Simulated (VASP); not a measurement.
Energy against volume of Si (diamond). Level of theory: PBE0 hybrid, VASP's PBE PAW potentials (set 64) (plane waves; VASP). Numerical set-up: 520 eV cut-off, 6×6×6 Γ-centred mesh, Gaussian smearing of 0.050 eV, potentials Si.

```tsv
V (Å³/atom)	E (eV/atom)
18.602	-6.73996
19.216	-6.76494
19.829	-6.77542
20.442	-6.77353
```

### Question
Fit these four points and predict the energy of the run at 21.055 Å³/atom.

### Answer
A cubic in V^(−2/3), the third-order Birch-Murnaghan form, passes through the four points with V0 = 20.03 Å³/atom and B0 = 100 GPa, and gives -6.7610 eV/atom there. The run gave -6.7611 eV/atom, -0.0 meV/atom from the fit; all five points give B0 = 100 GPa.

The compound is Si in the diamond structure. It was relaxed first. The cell's shape comes from a PBE relaxation.
